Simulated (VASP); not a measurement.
# CdAg in VASP: further runs, part 2 of 2

VASP 6.6.1. The steps go on from the part before.

## 4. Work function, PBE

INCAR reads:

```
SYSTEM = CdAg
ALGO = Normal
DIPOL = 0.5 0.5 0.294
EDIFF = 1E-7
EFIELD = 0
ENCUT = 520
GGA = PE
IDIPOL = 3
ISIF = 2
ISMEAR = -1
LASPH = .TRUE.
LCHARG = .FALSE.
LDIPOL = .TRUE.
LREAL = .FALSE.
LVACPOTAV = .TRUE.
LVHAR = .TRUE.
LWAVE = .FALSE.
NELM = 80
PREC = Accurate
SIGMA = 0.05
```

KPOINTS reads:

```
k-points
0
G
  7 7 1
  0 0 0
```

POSCAR reads:

```
CdAg
1.0
    4.7568800000      0.0000000000      0.0000000000
   -2.3784400000      4.1195800000      0.0000000000
    0.0000000000      0.0000000000     23.8000000000
Cd Ag
1 1
Direct
    0.3333300000      0.6666700000      0.2941200000
    0.0000000000      0.0000000000      0.2941200000
```

Potentials or basis: VASP PAW PBE potentials, release 64 (Cd, Ag).

Command:

```
$ cat potpaw_PBE.64/Cd/POTCAR potpaw_PBE.64/Ag/POTCAR > POTCAR
$ mpirun -np 1 vasp_std > vasp.out
```

OUTCAR:

```text
SYSTEM = CdAg
   EDIFF = 1E-7
   ENCUT = 520
   GGA = PE
   ISIF = 2
   ISMEAR = -1
   LASPH = .TRUE.
   LREAL = .FALSE.
   NELM = 80
   PREC = Accurate

 ion  position               nearest neighbor table
   1  0.333  0.667  0.294-   2 2.75   2 2.75   2 2.75
   2  0.000  0.000  0.294-   1 2.75   1 2.75   1 2.75

  LATTYP: Found a hexagonal cell.
 ALAT       =     4.7568800000
 C/A-ratio  =     5.0032794605

  Lattice vectors:

 A1 = (   4.7568800000,   0.0000000000,   0.0000000000)
 A2 = (  -2.3784400000,   4.1195800000,   0.0000000000)
 A3 = (   0.0000000000,   0.0000000000,  23.8000000000)

Analysis of symmetry for initial positions (statically):
=====================================================================
 Subroutine PRICEL returns:
 Original cell was already a primitive cell.

 Routine SETGRP: Setting up the symmetry group for a
 hexagonal supercell.

 Subroutine GETGRP returns: Found  4 space group operations
 (whereof  2 operations were pure point group operations)
 out of a pool of 24 trial point group operations.

[... 176 lines left out ...]
      9      -6.9799      2.00000
     10      -6.9799      2.00000
     11      -6.5631      2.00000
     12      -2.3393      0.00000
     13       0.4746      0.00000
     14       0.9397      0.00000
[... 257 lines left out ...]
      2     -11.6247      2.00000
      3     -11.5870      2.00000
      4     -11.5570      2.00000
      5     -11.5306      2.00000
      6      -7.6237      2.00000
      7      -7.0917      2.00000
      8      -7.0290      2.00000
      9      -6.9760      2.00000
     10      -6.9390      2.00000
     11      -5.1812      2.00000
     12      -4.0074      2.00000
     13      -2.3454      0.00000
     14      -0.1339      0.00000
     15       1.0689      0.00000

------------------------ aborting loop because EDIFF is reached ----------------------------------------

 vacuum level on the upper side and lower side of the slab       (xc-potential included)        -0.071        -0.071

  FORCE on cell =-STRESS in cart. coord.  units (eV):
  Direction    XX          YY          ZZ          XY          YZ          ZX
  --------------------------------------------------------------------------------------
  -------------------------------------------------------------------------------------
  Total        0.1608435      0.1606462     -0.0101272     -0.0001710      0.0000000      0.0000000
  in kB        0.5525380      0.5518599     -0.0347895     -0.0005875      0.0000000      0.0000000
  external PRESSURE =       0.3565361 kB  Pullay stress =       0.0000000 kB

 VOLUME and BASIS-vectors are now :
 -----------------------------------------------------------------------------
  energy-cutoff  :      520.00
  volume of cell :      466.39
      direct lattice vectors                 reciprocal lattice vectors
     4.756880000  0.000000000  0.000000000     0.210221826  0.121371596  0.000000000
    -2.378440000  4.119580000  0.000000000     0.000000000  0.242743192  0.000000000
     0.000000000  0.000000000 23.800000000     0.000000000  0.000000000  0.042016807

 POSITION                                       TOTAL-FORCE (eV/Angst)
 -----------------------------------------------------------------------------------
     -0.00002      2.74640      7.00006         0.000081     -0.000047      0.000000
      0.00000      0.00000      7.00006        -0.000081      0.000047      0.000000
 -----------------------------------------------------------------------------------
    total drift:                               -0.000003      0.000002     -0.000083

  FREE ENERGIE OF THE ION-ELECTRON SYSTEM (eV)
  ---------------------------------------------------
  free  energy   TOTEN  =        -2.1832395994 eV

  energy  without entropy=       -2.1663496254  energy(sigma->0) =       -2.17479461

 vacuum level on the upper side and lower side of the slab         0.763         0.763
```

OSZICAR:

```text
N       E                     dE             d eps       ncg     rms          rms(c)
DAV:   1     0.186748906653E+03    0.18675E+03   -0.65806E+03   480   0.100E+03
DAV:   2     0.146981266839E+02   -0.17205E+03   -0.16509E+03   747   0.205E+02
DAV:   3    -0.209515114013E+01   -0.16793E+02   -0.16600E+02   480   0.912E+01
[... 15 lines left out ...]
DAV:  19    -0.218323767023E+01   -0.11598E-05   -0.15185E-08   429   0.723E-04    0.215E-04
DAV:  20    -0.218323934959E+01   -0.16794E-05   -0.57595E-08   415   0.621E-04    0.590E-05
DAV:  21    -0.218323947157E+01   -0.12199E-06   -0.71988E-10   457   0.221E-04    0.434E-05
DAV:  22    -0.218323959368E+01   -0.12210E-06   -0.18127E-09   401   0.146E-04    0.189E-05
DAV:  23    -0.218323959941E+01   -0.57266E-08    0.50903E-10   394   0.510E-05
   1 F= -.21832396E+01 E0= -.21747946E+01  d E =-.168900E-01
```

stdout:

```text
POSCAR found type information on POSCAR CdAg
 POSCAR found :  2 types and       2 ions
 scaLAPACK will be used
 LDA part: xc-table for (Slater+PW92), standard interpolation
 POSCAR, INCAR and KPOINTS ok, starting setup
 FFT: planning ... GRIDC
 FFT: planning ... GRID_SOFT
 FFT: planning ... GRID
 WAVECAR not read
 entering main loop
```

Wall time 2.1 min (1 thread of Intel Xeon Platinum 8488C (Sapphire Rapids), shared host); peak memory 0.58 GiB.

What came out:

| Item | Value |
| --- | --- |
| Free energy | -2.1832 eV |
| Band gap on the k mesh | none (metal or under the smearing width) |
| Work function of the upper face | 3.95 eV |
| Work function of the lower face | 3.95 eV |

## 5. Work function, PBE

Edit INCAR of step 4 so:

```diff
@@ -4,3 +4,3 @@
 EDIFF = 1E-7
-EFIELD = 0
+EFIELD = 0.1
 ENCUT = 520
```

KPOINTS is that of step 4.

POSCAR is that of step 4.

Potentials or basis: VASP PAW PBE potentials, release 64 (Cd, Ag).

Command:

```
$ cat potpaw_PBE.64/Cd/POTCAR potpaw_PBE.64/Ag/POTCAR > POTCAR
$ mpirun -np 1 vasp_std > vasp.out
```

OUTCAR:

```text
SYSTEM = CdAg
   EDIFF = 1E-7
   ENCUT = 520
   GGA = PE
   ISIF = 2
   ISMEAR = -1
   LASPH = .TRUE.
   LREAL = .FALSE.
   NELM = 80
   PREC = Accurate

 ion  position               nearest neighbor table
   1  0.333  0.667  0.294-   2 2.75   2 2.75   2 2.75
   2  0.000  0.000  0.294-   1 2.75   1 2.75   1 2.75

  LATTYP: Found a hexagonal cell.
 ALAT       =     4.7568800000
 C/A-ratio  =     5.0032794605

  Lattice vectors:

 A1 = (   4.7568800000,   0.0000000000,   0.0000000000)
 A2 = (  -2.3784400000,   4.1195800000,   0.0000000000)
 A3 = (   0.0000000000,   0.0000000000,  23.8000000000)

Analysis of symmetry for initial positions (statically):
=====================================================================
 Subroutine PRICEL returns:
 Original cell was already a primitive cell.

 Routine SETGRP: Setting up the symmetry group for a
 hexagonal supercell.

 Subroutine GETGRP returns: Found  4 space group operations
 (whereof  2 operations were pure point group operations)
 out of a pool of 24 trial point group operations.

The static configuration has the point symmetry C_1h.
 The point group associated with its full space group is C_2v.

Analysis of symmetry for dynamics (positions and initial velocities):
=====================================================================
 An external electric field (EFIELD) may reduce the allowed symmetry operations
 Subroutine PRICEL returns:
 Original cell was already a primitive cell.

 Routine SETGRP: Setting up the symmetry group for a
 hexagonal supercell.

 Subroutine GETGRP returns: Found  2 space group operations
 (whereof  2 operations were pure point group operations)
 out of a pool of 24 trial point group operations.

The dynamic configuration has the point symmetry C_1h.

 Subroutine INISYM returns: Found  2 space group operations
 (whereof  2 operations are pure point group operations),
 and found     1 'primitive' translations

----------------------------------------------------------------------------------------

                                     Primitive cell

  volume of cell :     466.3931

  direct lattice vectors                    reciprocal lattice vectors
     4.756880000  0.000000000  0.000000000     0.210221826  0.121371596  0.000000000
    -2.378440000  4.119580000  0.000000000     0.000000000  0.242743192  0.000000000
     0.000000000  0.000000000 23.800000000     0.000000000  0.000000000  0.042016807

  length of vectors
     4.756880000  4.756880933 23.800000000     0.242743240  0.242743192  0.042016807

  position of ions in fractional coordinates (direct lattice)
     0.333330000  0.666670000  0.294120000
     0.000000000  0.000000000  0.294120000

  ion indices of the primitive-cell ions
   primitive index   ion index
                 1           1
                 2           2

----------------------------------------------------------------------------------------

 KPOINTS: k-points

Automatic generation of k-mesh.
 Grid dimensions read from file:
 generate k-points for:    7    7    1
[... 38 lines left out ...]
   number of dos      NEDOS =    301   number of ions     NIONS =      2
   total plane-waves  NPLWV = 233280
   dimension x,y,z NGX =    36 NGY =   36 NGZ =  180
   dimension x,y,z NGXF=    72 NGYF=   72 NGZF=  360
   ions per type =               1   1
   NGX,Y,Z   is equivalent  to a cutoff of  12.58, 12.58, 12.57 a.u.
   NGXF,Y,Z  is equivalent  to a cutoff of  25.16, 25.16, 25.15 a.u.
 SYSTEM =  CdAg
   PREC   = accura    normal or accurate (medium, high low for compatibility)
   ISTART =      0    job   : 0-new  1-cont  2-samecut
   ICHARG =      2    charge: 1-file 2-atom 10-const
   ISPIN  =      1    spin polarized calculation?
   LNONCOLLINEAR =      F non collinear calculations
   LSORBIT =      F    spin-orbit coupling
   LASPH  =      T    aspherical Exc in radial PAW
   ENCUT  =  520.0 eV  38.22 Ry    6.18 a.u.   8.84  8.84 44.25*2*pi/ulx,y,z
   NELM   =     80;   NELMIN=  2; NELMDL= -5     # of ELM steps
   EDIFF  = 0.1E-06   stopping-criterion for ELM
   LREAL  =      F    real-space projection
   EDIFFG = 0.1E-05   stopping-criterion for IOM
   NSW    =      0    number of steps for IOM
   IBRION =     -1    ionic relax: 0-MD 1-quasi-New 2-CG
   NFREE  =      0    steps in history (QN), initial steepest desc. (CG)
   ISIF   =      2    stress and relaxation
   ISYM   =      2    0-nonsym 1-usesym 2-fastsym
   POTIM  = 0.5000    time-step for ionic-motion
   TEBEG  =    0.0;   TEEND  =   0.0 temperature during run
   PSTRESS=    0.0 pullay stress
   NELECT =      23.0000    total number of electrons
   NUPDOWN=      -1.0000    fix difference up-down
   EMIN   =  10.00;   EMAX   =-10.00  energy-range for DOS
   EFERMI =   0.00;   METHOD = LEGACY
   ISMEAR =    -1;   SIGMA  =   0.05  broadening in eV -4-tet -1-fermi 0-gaus
   EFERMI_NEDOS =   21; number of points for ismear=-14 and -15
   IALGO  =     38    algorithm
   IMIX   =      4    mixing-type and parameters
     AMIX     =   0.40;   BMIX     =  1.00
     AMIX_MAG =   1.60;   BMIX_MAG =  1.00
  volume/ion in A,a.u.               =     233.20      1573.69
  Fermi-wavevector in a.u.,A,eV,Ry     =   0.600344  1.134485  4.903713  0.360413
  Thomas-Fermi vector in A             =   1.652167
   LORBIT       =      0    0 simple, 1 ext, 2 COOP (PROOUT), +10 PAW based schemes
   GGA     = PE    functional components
   LHFCALC =     F    Hartree Fock is set to
   AEXX    =    0.0000 exact exchange contribution
   IVDW    =     0    specifies the selected vdW correction
   LEPSILON=     F    determine dielectric tensor
   LRPA    =     F    only Hartree local field effects (RPA)
 non-spin polarized calculation
  energy-cutoff  :      520.00
  volume of cell :      466.39
 maximum number of plane-waves:     12615
   NGX = 17   NGY = 17   NGZ = 89

 dipolmoment           0.000000      0.000000     -0.000000 electrons x Angstroem

 number of electron      22.9999993 magnetization

 dipolmoment           0.000000      0.000000      0.031342 electrons x Angstroem

 Free energy of the ion-electron system (eV)
  ---------------------------------------------------
  ext. energy  EPLUGINS =         0.00000000
  ---------------------------------------------------
  free energy    TOTEN  =        -2.18480708 eV

  energy without entropy =       -2.16791711  energy(sigma->0) =       -2.17636209

 E-fermi :  -3.1956     XC(G=0):  -1.6358

 val. band max:       -3.2039457216   @ k =   0.2857   0.1429   0.0000
 cond. band min:      -2.3513415171   @ k =   0.2857   0.2857   0.0000
 fundamental gap:      0.8526042045
 Fermi energy:        -3.1956151212

 k-point     1 :       0.0000    0.0000    0.0000
  band No.  band energies     occupation
      1     -11.6587      2.00000
      2     -11.5917      2.00000
      3     -11.5917      2.00000
      4     -11.5374      2.00000
      5     -11.5374      2.00000
      6      -7.9832      2.00000
      7      -7.3882      2.00000
      8      -7.3882      2.00000
      9      -6.9858      2.00000
     10      -6.9857      2.00000
     11      -6.5691      2.00000
     12      -2.3471      0.00000
     13       0.2192      0.00000
     14       0.6783      0.00000
[... 257 lines left out ...]
      2     -11.6306      2.00000
      3     -11.5928      2.00000
      4     -11.5628      2.00000
      5     -11.5364      2.00000
      6      -7.6296      2.00000
      7      -7.0976      2.00000
      8      -7.0349      2.00000
      9      -6.9819      2.00000
     10      -6.9449      2.00000
     11      -5.1871      2.00000
     12      -4.0133      2.00000
     13      -2.3513      0.00000
     14      -0.1416      0.00000
     15       1.0606      0.00000

------------------------ aborting loop because EDIFF is reached ----------------------------------------

  FORCE on cell =-STRESS in cart. coord.  units (eV):
  Direction    XX          YY          ZZ          XY          YZ          ZX
  --------------------------------------------------------------------------------------
  -------------------------------------------------------------------------------------
  Total        0.1620447      0.1618472     -0.0130763     -0.0001712     -0.0000002      0.0000003
  in kB        0.5566644      0.5559857     -0.0449203     -0.0005880     -0.0000005      0.0000009
  external PRESSURE =       0.3559099 kB  Pullay stress =       0.0000000 kB

 VOLUME and BASIS-vectors are now :
 -----------------------------------------------------------------------------
  energy-cutoff  :      520.00
  volume of cell :      466.39
      direct lattice vectors                 reciprocal lattice vectors
     4.756880000  0.000000000  0.000000000     0.210221826  0.121371596  0.000000000
    -2.378440000  4.119580000  0.000000000     0.000000000  0.242743192  0.000000000
     0.000000000  0.000000000 23.800000000     0.000000000  0.000000000  0.042016807

 POSITION                                       TOTAL-FORCE (eV/Angst)
 -----------------------------------------------------------------------------------
     -0.00002      2.74640      7.00006         0.000081     -0.000047     -0.004015
      0.00000      0.00000      7.00006        -0.000081      0.000047      0.004015
 -----------------------------------------------------------------------------------
    total drift:                               -0.000003      0.000002     -0.000108

  FREE ENERGIE OF THE ION-ELECTRON SYSTEM (eV)
  ---------------------------------------------------
  free  energy   TOTEN  =        -2.1848070817 eV

  energy  without entropy=       -2.1679171076  energy(sigma->0) =       -2.17636209

 vacuum level on the upper side and lower side of the slab         0.060         1.456
```

stdout:

```text
POSCAR found type information on POSCAR CdAg
 POSCAR found :  2 types and       2 ions
 scaLAPACK will be used
 LDA part: xc-table for (Slater+PW92), standard interpolation
 POSCAR, INCAR and KPOINTS ok, starting setup
 FFT: planning ... GRIDC
 FFT: planning ... GRID_SOFT
 FFT: planning ... GRID
 WAVECAR not read
 entering main loop
 -----------------------------------------------------------------------------
|                                                                             |
|           W    W    AA    RRRRR   N    N  II  N    N   GGGG   !!!           |
|           W    W   A  A   R    R  NN   N  II  NN   N  G    G  !!!           |
|           W    W  A    A  R    R  N N  N  II  N N  N  G       !!!           |
|           W WW W  AAAAAA  RRRRR   N  N N  II  N  N N  G  GGG   !            |
|           WW  WW  A    A  R   R   N   NN  II  N   NN  G    G                |
|           W    W  A    A  R    R  N    N  II  N    N   GGGG   !!!           |
|                                                                             |
|     Did not find any points to average over, which means that no vacuum     |
|     field-free region was found. Please increase the size of  your cell     |
|     in the dimension of the dipole correction to obtain accurate            |
|     workfunction values.                                                    |
|                                                                             |
 -----------------------------------------------------------------------------
```

Run time: 1.9 min. Hardware: 1 thread of Intel Xeon Platinum 8488C (Sapphire Rapids), shared host; peak memory 0.58 GiB.

Results:

```
Free energy                     : -2.1848 eV
Largest force                   : 0.004 eV/Å
Band gap on the k mesh          : none (metal or under the smearing width)
Work function of the upper face : 3.26 eV
Work function of the lower face : 4.65 eV
```

Forces in eV/Å, atoms in the order of the input:
```
Cd   0.000  0.000 -0.004
Ag   0.000  0.000  0.004
```

## 6. The reference run

An earlier run on the cell as given: functional PBE; potentials or basis VASP PAW PBE potentials, release 64 (Cd, Ag); cutoff 520 eV; k mesh 7 × 7 × 1; occupations fermi-dirac, width 0.05 eV; no spin polarisation.

* Band gap on the k mesh: none (metal or under the smearing width)
* Work function of the upper face: 3.95 eV
* Work function of the lower face: 3.95 eV
